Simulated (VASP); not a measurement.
Calculation: RPBE GGA, VASP's PBE PAW potentials (set 64) (plane waves; VASP).

VASP input:

POSCAR:
```
SnTe
1
   -0.0000000000     3.2421414450     3.2421414450
    3.2421414450     0.0000000000     3.2421414450
    3.2421414450     3.2421414450    -0.0000000000
Sn Te
1 1
Direct
  0.0000000000   1.0000000000   0.0000000000
  0.5000000000   0.5000000000   0.5000000000
```

KPOINTS:
```
k-points along high-symmetry lines
15
Line-mode
Reciprocal
  0.000000   0.000000   0.000000 ! GAMMA
  0.500000   0.000000   0.500000 ! X

  0.500000   0.000000   0.500000 ! X
  0.625000   0.250000   0.625000 ! U

  0.375000   0.375000   0.750000 ! K
  0.000000   0.000000   0.000000 ! GAMMA

  0.000000   0.000000   0.000000 ! GAMMA
  0.500000   0.500000   0.500000 ! L

  0.500000   0.500000   0.500000 ! L
  0.500000   0.250000   0.750000 ! W

  0.500000   0.250000   0.750000 ! W
  0.500000   0.000000   0.500000 ! X
```

INCAR:
```
SYSTEM = SnTe
PREC = Accurate
ENCUT = 520
EDIFF = 1E-7
NELM = 100
ALGO = Normal
LREAL = .FALSE.
LASPH = .TRUE.
ISMEAR = 0
SIGMA = 0.05
GGA = RP
LMAXMIX = 4
LWAVE = .FALSE.
LCHARG = .FALSE.
LORBIT = 11
ICHARG = 11
```

POTCAR, in this order: Sn_d Te (PBE.64 set). Program: vasp_std. Read from the step before: CHGCAR.

The resulting files:

### OSZICAR
```
       N       E                     dE             d eps       ncg     rms          rms(c)
DAV:   1     0.122808385086E+03    0.12281E+03   -0.97366E+03  2538   0.158E+03
DAV:   2     0.355075838873E+01   -0.11926E+03   -0.11718E+03  2646   0.363E+02
DAV:   3    -0.688459277216E+01   -0.10435E+02   -0.10286E+02  3342   0.988E+01
DAV:   4    -0.716823324709E+01   -0.28364E+00   -0.28345E+00  2862   0.173E+01
DAV:   5    -0.718014704167E+01   -0.11914E-01   -0.11914E-01  3758   0.342E+00
DAV:   6    -0.718046054077E+01   -0.31350E-03   -0.31350E-03  3252   0.440E-01
DAV:   7    -0.718046506751E+01   -0.45267E-05   -0.45269E-05  3772   0.569E-02
DAV:   8    -0.718046513095E+01   -0.63443E-07   -0.62763E-07  3148   0.644E-03
   1 F= -.71804651E+01 E0= -.71804369E+01  d E =-.565262E-04
```

**OUTCAR**
```
 val. band max:        5.9871748402   @ k =   0.5000   0.5000   0.5000

 cond. band min:       6.1632269645   @ k =   0.5000   0.5000   0.5000



 k-point     1 :       0.0000    0.0000    0.0000
  band No.  band energies     occupation
      1     -15.9238      2.00000
      2     -15.9238      2.00000
      3     -15.9238      2.00000
      4     -15.9226      2.00000
      5     -15.9226      2.00000
      6      -6.1387      2.00000
      7       1.1037      2.00000
      8       4.1156      2.00000
      9       4.1156      2.00000
     10       4.1156      2.00000
     11       9.2353      0.00000
     12       9.2353      0.00000
     13       9.2353      0.00000
     14      10.9546      0.00000

 k-point     2 :       0.0357    0.0000    0.0357
  band No.  band energies     occupation
      1     -15.9238      2.00000
      2     -15.9237      2.00000
      3     -15.9237      2.00000
      4     -15.9227      2.00000
      5     -15.9226      2.00000
      6      -6.1261      2.00000
      7       1.0393      2.00000
      8       4.0919      2.00000
      9       4.0919      2.00000
     10       4.2133      2.00000
     11       9.0042      0.00000
     12       9.2379      0.00000
     13       9.2379      0.00000
     14      10.8732      0.00000

 k-point     3 :       0.0714    0.0000    0.0714
  band No.  band energies     occupation
      1     -15.9239      2.00000
      2     -15.9235      2.00000
      3     -15.9235      2.00000
      4     -15.9231      2.00000
      5     -15.9225      2.00000
      6      -6.0884      2.00000
      7       0.8700      2.00000
      8       4.0234      2.00000
      9       4.0234      2.00000
     10       4.4776      2.00000
     11       8.4531      0.00000
     12       9.2506      0.00000
     13       9.2506      0.00000
     14      10.6679      0.00000

 k-point     4 :       0.1071    0.0000    0.1071
  band No.  band energies     occupation
      1     -15.9241      2.00000
...
```

The density is held fixed in this step, so its total energy and stress have no physical meaning. Unless said otherwise, spin-orbit coupling is left out, though it shifts the bands of the heavy elements here.

The compound is SnTe in the rock salt structure, which distorts at low temperature. It was relaxed first, which changed the volume by +8 %.
